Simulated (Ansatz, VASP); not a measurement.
ScIr3C in VASP and in Ansatz

```
Sc Ir C
1.0
     4.68514    0.00000    0.00000
     0.00000    4.68514    0.00000
     0.00000    0.00000    4.68514
Sc Ir C
1 3 1
Direct
  0.98933 0.00000 0.00000
  0.50000 0.00000 0.00000
  0.00000 0.50000 0.00000
  0.00000 0.00000 0.50000
  0.50000 0.50000 0.50000
```

The cell comes from a database or a generator and needn't be the stable form of this composition.

Alike in both runs: task single point; functional PBEsol; k mesh 5 × 5 × 5; occupations fermi-dirac, width 0.1 eV; no spin polarisation.

|  | VASP | Ansatz |
| --- | --- | --- |
| version | VASP 6.6.1 | Ansatz 0.2.0 |
| potentials or method | VASP PAW PBE potentials, release 64 (Sc_sv, Ir, C) | plane waves, PAW |
| plane-wave cutoff (eV) | 520 | 420 |
| valence electrons in the cell | 42 | 66 |

```tsv
	VASP	Ansatz	Ansatz less VASP
rms of the force components (eV/Å)	0.368	0.344	-0.0244
```

Atom by atom the forces differ by 0.025 eV/Å (rms over components). With one functional, cell and mesh, what is left measures potentials, basis and numerics. The two sets of potentials don't hold the same shells in valence.

Caveats: the PAW data sets were made with another functional, which shifts forces and pressure a little (VASP). The runs have no spin-orbit coupling, so splittings on Ir are missing.
